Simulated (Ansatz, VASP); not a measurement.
# BiN in two plane-wave programs, part 2 of 2

One calculation is typed for both programs; each brings its own data sets. How far apart do they land? The cell is generated by rule, not measured, and may not be a known phase. The cell is taken from a series of runs on this material, whose earlier steps may have relaxed, scaled, displaced or heated it; both programs get it as it stands.

VASP 6.6.1 and Ansatz 0.2.0.

So far: Starting point; VASP: zone-centre phonons, PBEsol.

The structure was built from a prototype and need not be the compound's stable phase.

### Step 3. Ansatz: zone-centre phonons, PBEsol

Level of this step: Ansatz beside VASP: Kohn-Sham DFT, plane waves, PBEsol (Ansatz).

Ansatz runs on its default PAW (the set named soft_2) files.

The same cell, functional, mesh and smearing now go to Ansatz, which takes its cutoff from its data sets.

input.yaml

```yaml
crystal:
  lattice:
    - [1.8261231641, 1.0543141493, 2.9820461274]
    - [-1.8261231641, 1.0543141493, 2.9820461274]
    - [0.0, -2.1086239518, 2.9820476642]
  atoms:
    - { symbol: Bi, position: [0.5, 0.5, 0.5] }
    - { symbol: "N", position: [0.0, 0.0, 0.0] }
kpoints:
  mp_grid: { grid: [12, 12, 12] }
hamiltonian:
  xc: pbesol
scf:
  occupations: { method: gaussian, width: 0.01 }
output:
  eigenvalues: true
phonons:
  method: dfpt
  qmesh: [4, 4, 4]
  temperatures: { t_max: 1000, t_step: 50 }
  qpath:
    path:
      - [[0.0, 0.0, 0.0], [0.5, 0.5, 0.0], [0.625, 0.375, 0.0]]
      - [[0.375, 0.0, -0.375], [0.0, 0.0, 0.0], [0.5, 0.0, 0.0], [0.5, 0.25, -0.25], [0.5, 0.5, 0.0]]
    npoints: 10
```

Started as:

```bash
$ ansatz run input.yaml --threads 4 --pin off --max-ram 8192MiB --backend cpu --events-out ev --progress --plain --runs-dir out
```

Numbers of over 12 decimals in the logs are rounded to 6 here.

The program printed:

```text
Engine: ansatz 0.2.0, x86_64-unknown-linux-gnu
Pseudopotentials: kind: paw
Pseudopotential: Bi, paw, valence charge 15, recommended cutoff 420 eV (normal), Bi.paw.azcp
Pseudopotential: N, paw, valence charge 5, recommended cutoff 420 eV (normal), N.paw.azcp
Functional definition: PBEsol
  exchange = pbesol_x
  correlation = pbesol_c
Crystal: 2 atoms, lattice volume = 34.448 Å³
Basis set: ecut = 420 eV, 645 PW (Γ), exchange–correlation on 50×50×50 points (8 copies of the dense FFT grid, shifted against one another)
Bands: 14, of which v1, the nominal top of the filled ones, is band 10 counted from 1 (9 counted from 0)
Symmetry: 48 space group operations
k-points: 72 of 1728
Non-local potential: Bi, projectors of the file, l = 0: 2, l = 1: 2, l = 2: 2, l = 3: 2
Non-local potential: N, projectors of the file, l = 0: 2, l = 1: 2, l = 2: 1
PAW form: soft (Blöchl's): semilocal exchange-correlation on the pseudo side does not see the compensation charge
PAW frozen core: Bi, regenerated for the run's functional, and the local potential with it (the file was generated under x = pbe(κ = 0.804, μ = 0.219515), c = pbe(β = 0.066725))
PAW frozen core: N, regenerated for the run's functional, and the local potential with it (the file was generated under x = pbe(κ = 0.804, μ = 0.219515), c = pbe(β = 0.066725))
PAW one-centre angular grid: Bi, 590 points (default); XC on 64 Gauss nodes
PAW one-centre angular grid: N, 110 points (default); XC on 64 Gauss nodes
Initial density: superposition of atomic densities (neutral atoms: chi_scale 0, normalization atom), corrected by the library's trained network
Initial wavefunctions: pseudopotential atomic-orbital guess
Functional: x = pbesol(κ = 0.804, μ = 0.123457), c = pbesol(β = 0.046)
SCF iter   1: F=—  HF=-12619.148607 eV  |F-HF|=—  |Δ(HF+E_count)|=         —  Δρ=1.78e-2  dr2=1.38e-1  ethr=1.77e-3  ⟨swp⟩=6.0  Hψ=5199  notcnv=0
preconditioner: auto → none  [insulator: Δε(μ)=0.103 eV  Ē_g=19.415 eV  σ=0.010 eV  W_gap=1.00  n_scr=14 (ndim 8)  ℏωp=28.3 eV  f_vac=0.000  D(μ)=0.00/eV (n_scr^D=0)  ε∞_Penn≈3.1]
SCF iter   2: F=—  HF=-12619.125047 eV  |F-HF|=—  |Δ(HF+E_count)|=   2.36e-2  Δρ=7.40e-3  dr2=2.65e-2  ethr=6.92e-4  ⟨swp⟩=2.0  Hψ=1767  notcnv=0
SCF iter   3: F=—  HF=-12619.119917 eV  |F-HF|=—  |Δ(HF+E_count)|=   5.13e-3  Δρ=7.36e-4  dr2=1.61e-4  ethr=1.33e-4  ⟨swp⟩=2.0  Hψ=1393  notcnv=0
SCF iter   4: F=—  HF=-12619.119964 eV  |F-HF|=—  |Δ(HF+E_count)|=   4.70e-5  Δρ=9.41e-5  dr2=1.82e-6  ethr=8.07e-7  ⟨swp⟩=2.4  Hψ=1381  notcnv=0
SCF iter   5: F=—  HF=-12619.119948 eV  |F-HF|=—  |Δ(HF+E_count)|=   1.53e-5  Δρ=1.17e-5  dr2=2.13e-8  ethr=9.10e-9  ⟨swp⟩=2.5  Hψ=1732  notcnv=0
SCF iter   6: F=—  HF=-12619.119948 eV  |F-HF|=—  |Δ(HF+E_count)|=   1.54e-8  Δρ=2.49e-6  dr2=1.38e-9  ethr=1.06e-10  ⟨swp⟩=2.0  Hψ=1728  notcnv=0
SCF iter   7: F=—  HF=-12619.119948 eV  |F-HF|=—  |Δ(HF+E_count)|=  5.68e-10  Δρ=3.33e-7  dr2=2.16e-11  ethr=6.88e-12  ⟨swp⟩=2.0  Hψ=1626  notcnv=0
SCF iter   8: F=-12619.119948 eV  HF=-12619.119948 eV  |F-HF|=9.09e-12  |Δ(HF+E_count)|=    0.00e0  Δρ=1.91e-8  dr2=6.88e-14  ethr=1.00e-12  ⟨swp⟩=6.0  Hψ=4468  notcnv=0
SCF 1 converged in 8 iterations: F = -12619.119948 eV  dr2 = 6.88e-14
  greatest PAW one-centre occupation: 0.990 electrons in one spin orbital (limit 2), on the Bi atom at site 0 (counted from 0), in its partial waves of l = 2
Initial density: read from a saved state, or passed on in memory by an earlier SCF of this step, an earlier step, the calling program or the single point that the run made first
iter 1 solved again at ethr=1.62e-7 eV; its pass at ethr=3.10e-3 eV (dr2=3.24e-5 eV) is discarded
SCF iter   1: F=—  HF=-12619.119953 eV  |F-HF|=—  |Δ(HF+E_count)|=         —  Δρ=1.53e-6  dr2=4.06e-10  ethr=1.62e-7  ⟨swp⟩=3.2  Hψ=8550  notcnv=0
eigensolver tolerance schedule: the retry pair's looser diagonalisation over-reported the residual by 79875.18 of it (diagonalisation noise at an unbounded share of the residual, at the tolerance the schedule requests for it); recorded, not acted on — ethr = c·dr2/N_el stays at c = 1.0e-1
preconditioner: auto → none  [insulator: Δε(μ)=0.151 eV  Ē_g=19.397 eV  σ=0.010 eV  W_gap=1.00  n_scr=14 (ndim 8)  ℏωp=28.3 eV  f_vac=0.000  D(μ)=0.00/eV (n_scr^D=0)  ε∞_Penn≈3.1]
[...]
SCF 2 converged in 9 iterations: F = -12619.119948 eV  dr2 = 5.41e-14
k-points: 189 of 1728 (irreducible under 6 space group operations, time reversal used)
iter 1 solved again at ethr=1.63e-7 eV; its pass at ethr=3.10e-3 eV (dr2=3.25e-5 eV) is discarded
SCF iter   1: F=—  HF=-12619.119956 eV  |F-HF|=—  |Δ(HF+E_count)|=         —  Δρ=8.06e-7  dr2=1.39e-10  ethr=1.63e-7  ⟨swp⟩=3.2  Hψ=19756  notcnv=0  defer=360
eigensolver tolerance schedule: the retry pair's looser diagonalisation over-reported the residual by 233184.03 of it (diagonalisation noise at an unbounded share of the residual, at the tolerance the schedule requests for it); recorded, not acted on — ethr = c·dr2/N_el stays at c = 1.0e-1
preconditioner: auto → none  [insulator: Δε(μ)=0.151 eV  Ē_g=19.397 eV  n_scr=14 (ndim 8)  ℏωp=28.3 eV  f_vac=0.000  ε∞_Penn≈3.1]
SCF iter   2: F=—  HF=-12619.119948 eV  |F-HF|=—  |Δ(HF+E_count)|=   8.12e-6  Δρ=8.58e-7  dr2=2.61e-10  ethr=1.00e-12  ⟨swp⟩=4.0  Hψ=7310  notcnv=0  defer=238
[...]
preconditioner: auto → none  [insulator: Δε(μ)=0.018 eV  Ē_g=19.396 eV  n_scr=14 (ndim 8)  ℏωp=28.3 eV  f_vac=0.000  ε∞_Penn≈3.1]
SCF iter   2: F=—  HF=-12619.119268 eV  |F-HF|=—  |Δ(HF+E_count)|=   3.83e-7  Δρ=2.05e-4  dr2=1.59e-5  ethr=6.67e-8  ⟨swp⟩=2.0  Hψ=14786  notcnv=0  defer=949
SCF iter   3: F=—  HF=-12619.119266 eV  |F-HF|=—  |Δ(HF+E_count)|=   2.08e-6  Δρ=4.08e-5  dr2=4.25e-7  ethr=6.67e-8  ⟨swp⟩=2.0  Hψ=12677  notcnv=0  defer=637
SCF iter   4: F=—  HF=-12619.119270 eV  |F-HF|=—  |Δ(HF+E_count)|=   4.52e-6  Δρ=7.42e-6  dr2=9.45e-9  ethr=2.13e-9  ⟨swp⟩=2.0  Hψ=14303  notcnv=0  defer=24
SCF iter   5: F=-12619.119270 eV  HF=-12619.119270 eV  |F-HF|=4.00e-11  |Δ(HF+E_count)|=   2.15e-9  Δρ=7.53e-7  dr2=5.43e-11  ethr=1.00e-12  ⟨swp⟩=4.5  Hψ=51319  notcnv=0
SCF 4 converged in 5 iterations: F = -12619.119270 eV  dr2 = 5.43e-11
NSCF: frozen V_eff on 781 k-points
NSCF: frozen V_eff on 72 k-points
[...]
DFPT response loops at q = (0, 0, 0) (fractional): mixed as the last ones told, above
NSCF: frozen V_eff on 1872 k-points
DFPT response loops at q = (0, 0, 0.25) (fractional): preconditioner auto → Resta (q_TF=auto, 2.492 Å⁻¹)  ε∞=20.0 (no band partly filled); β = 1.00, the filter's whole step (`scf.mixing.beta` (0.50) is not read by the response loops at its default; to damp them type it under 1.00, their step now; it binds the ground state too); Broyden in place of MSR1
NSCF: frozen V_eff on 952 k-points
DFPT response loops at q = (0, 0, -0.5) (fractional): mixed as the last ones told, above
NSCF: frozen V_eff on 1872 k-points
DFPT response loops at q = (0, 0.25, 0.25) (fractional): mixed as the last ones told, above
NSCF: frozen V_eff on 3456 k-points
DFPT response loops at q = (0, 0.25, -0.5) (fractional): mixed as the last ones told, above
NSCF: frozen V_eff on 3456 k-points
DFPT response loops at q = (0, 0.25, -0.25) (fractional): mixed as the last ones told, above
NSCF: frozen V_eff on 952 k-points
DFPT response loops at q = (0, -0.5, -0.5) (fractional): mixed as the last ones told, above
NSCF: frozen V_eff on 1872 k-points
DFPT response loops at q = (0.25, -0.5, -0.25) (fractional): mixed as the last ones told, above
SCF converged after 8 iterations
Free energy (F): -12619.119948 eV
Harris-Foulkes:  -12619.119948 eV  (|F-HF|=9.09e-12)
Internal energy: -12619.119948 eV  (E = F + TS)
E sigma→0 (E₀):  -12619.119948 eV
Fermi energy:    12.496445 eV
--- Per-component energies (eV) ---
  E_band       = -44.335845
  E_kinetic    = 425.930144
  E_local      = -1424.232161  (includes V_loc(G=0)·N_el)
  E_nonlocal   = 611.020115
  E_hartree    = 433.937082
  E_xc         = -209.661690
  E_vxc        = -219.766339  (∫ρ·V_xc dr)
  E_paw        = -10630.610756  (= ΣΔE_a)
  E_vpaw       = -305.161438  (= ΣTr[D̂ρ^β])
  E_aug_tail   = -0.000332  (compensation charges beyond the density's cutoff)
  E_ewald      = -1825.620199
  E_core_change = 0.117851  (= ΣΔE_core)
  E_smearing   = -0.000000  (= −TS)
  E_closure    = 0.000000  (closes the sum)
  Σ components = -12619.119948   (vs F -12619.119948, Δ=0.00e0)
--- Band table (eV; the first three rows and the last of 72) ---
  k-point 0: bands = [... 6 lower, 5.1612, 10.3871, 10.3871, 10.3871, 18.5656, 18.5656, 18.5656, 21.3934]
  k-point 1: bands = [... 6 lower, 4.9262, 10.4134, 10.4134, 10.5232, 17.6992, 18.2046, 18.2046, 20.6623]
  k-point 2: bands = [... 6 lower, 4.2977, 10.4919, 10.4919, 10.8467, 16.1611, 17.3892, 17.3892, 20.3290]
  k-point 71: bands = [... 6 lower, 2.3484, 7.0239, 7.0239, 11.8664, 14.6492, 16.8561, 16.8561, 22.6894]
--- Phonons (Γ-DFPT): 2 representative perturbations + reference (Σ response iterations 6) ---
  ASR residual: 2.771e-5 → 0.000e0 eV/Å²; symmetrization residual: 4.248e-7 eV/Å²
  ASR residual per site (eV/Å²): 4.68e-7 2.77e-5
  Γ frequencies (cm⁻¹): -231.99 -231.99 -231.99 0.00 0.00 0.00
--- Phonons (arbitrary-q DFPT): 8 irreducible q on the 4×4×4 mesh ---
  q = [0.0000, 0.0000, 0.0000] (star 1, of the zone-centre solve; hermiticity 3.27e-7, symmetrization 4.15e-12): -231.99 -231.99 -231.99 -0.00 0.00 0.00
  q = [0.0000, 0.0000, 0.2500] (star 8, 4 solved perturbations on 936 of 1728 k-point pairs; hermiticity 1.28e-7, symmetrization 4.39e-8): 21.12 21.12 103.26 217.96 217.96 338.46
  q = [0.0000, 0.0000, -0.5000] (star 4, 4 solved perturbations on 476 of 1728 k-point pairs; hermiticity 4.00e-8, symmetrization 2.00e-8): 50.84 50.84 149.25 301.38 301.38 378.12
  q = [0.0000, 0.2500, 0.2500] (star 6, 2 solved perturbations on 936 of 1728 k-point pairs; hermiticity 2.51e-7, symmetrization 6.89e-11): -159.90 -159.90 68.38 68.38 95.43 299.85
  q = [0.0000, 0.2500, -0.5000] (star 24, 4 solved perturbations on 1728 of 1728 k-point pairs: no pair is spared here; hermiticity 2.65e-7, symmetrization 1.69e-8): 42.35 57.99 119.05 199.29 212.90 296.04
  q = [0.0000, 0.2500, -0.2500] (star 12, 2 solved perturbations on 1728 of 1728 k-point pairs: no pair is spared here; hermiticity 1.11e-7, symmetrization 1.88e-13): -135.07 44.22 104.10 125.38 276.63 347.98
  q = [0.0000, -0.5000, -0.5000] (star 3, 2 solved perturbations on 476 of 1728 k-point pairs; hermiticity 7.78e-7, symmetrization 9.51e-11): -176.11 -176.11 -174.79 95.26 95.26 153.07
  q = [0.2500, -0.5000, -0.2500] (star 6, 2 solved perturbations on 936 of 1728 k-point pairs; hermiticity 3.36e-7, symmetrization 5.06e-8): -150.90 -150.90 88.66 128.36 128.36 292.44
  sum rule: each row above includes the acoustic sum rule's correction from the zone centre's row sums; it moved no ω² by more than (0.73 cm⁻¹)²
  mesh force constants: q→R imaginary residual 4.36e-18; ASR residual 2.771e-5 → 0.000e0 eV/Å²; symmetrization residual 9.770e-15 eV/Å²
  interpolated dispersion: 62 rows × 6 modes
  density of states and harmonic sums: on the 24×24×24 q-mesh, interpolated from the force constants of a 4×4×4 supercell (no non-analytic term)
  largest difference from the sums on the solved wave vectors: F 5.99e-2 eV, S 8.44e-5 and C_V 2.42e-5 eV/K
  zero-point energy: 0.049779 eV/cell   skipped modes (ω ≤ 0): 487, of them read as no rigid motion or as one in doubt: 484 (1.079e0 modes/cell left out, lowest -231.99 cm⁻¹)   left out of the sums: 1.80e-1 of the cell's modes: C_V's classical limit lies that fraction below 3 k_B per atom; for a crystal, a wire or a layer, F and S can be off by more, and a phonons.interpolated_qmesh denser along its periods is the remedy for the sampling
```

### Step 4. Differences

Known differences besides the potentials themselves: VASP's run holds the zone centre alone; the cutoff is 420 eV in Ansatz and 600 eV in VASP; Ansatz makes its cores anew for this functional, VASP keeps those of its PBE data sets. Total energies have different zeros and are not compared.

Both answers:

```tsv
quantity	Ansatz	VASP	difference
optical mode 1 to 3 (imaginary, printed as negative) (cm⁻¹)	-232.0	-230.3	-1.7
```

Modes are paired by rising frequency, not by their patterns, so a pair may set unlike modes beside each other; they are those without the splitting of longitudinal modes.

### Step 5. Outcome

```json
{
  "r.m.s. difference of the optical zone-centre modes, each program's sorted by frequency (zone-centre phonons, PBEsol)": "1.7 cm⁻¹"
}
```

What this shows: The r.m.s. difference of the optical zone-centre modes, each program's sorted by frequency is 1.7 cm⁻¹ (zone-centre phonons, PBEsol). How closely two codes agree says nothing of how well the functional describes the real material.

[Lines on the potential files, build, host, timing and source positions are cut from VASP's logs without a mark.]

[Logs are printed without paths, hosts, clocks, repeated set-up lines and the standing remarks that a program may print on its own settings, such as how far it seeks lower states.]

[Hosts, paths, dates, database ids (printed as entryN), source tags and the programs' standing remarks are cut or masked in the printed files.]
